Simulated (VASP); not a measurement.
Data:

```xyz
1
Lattice="-1.5568 1.5568 1.5568 1.5568 -1.5568 1.5568 1.5568 1.5568 -1.5568" Properties=species:S:1:pos:R:3 pbc="T T T"
Mo     0.0000     0.0000     0.0000
```

Calculation: PBEsol GGA, VASP's PBE PAW potentials (set 64) (plane waves; VASP). Settings: 500 eV cut-off, 16×16×16 Γ-centred mesh, first-order Methfessel-Paxton smearing of 0.10 eV, potentials Mo_sv.

Problem. Estimate the energy per atom (σ→0), pressure, band gap (on the k-mesh) with the smallest direct gap where there is one.

Solution. 
* **band gap (on the k-mesh)**: none (metal, semimetal or under 0.01 eV)
* **energy per atom (σ→0)**: -11.779 eV/atom
* **pressure**: 4.89 GPa

Total energies compare only between runs with the same potentials, cut-off and functional.

The compound is Mo in the bcc structure. It was relaxed first under an external pressure of 5 GPa.
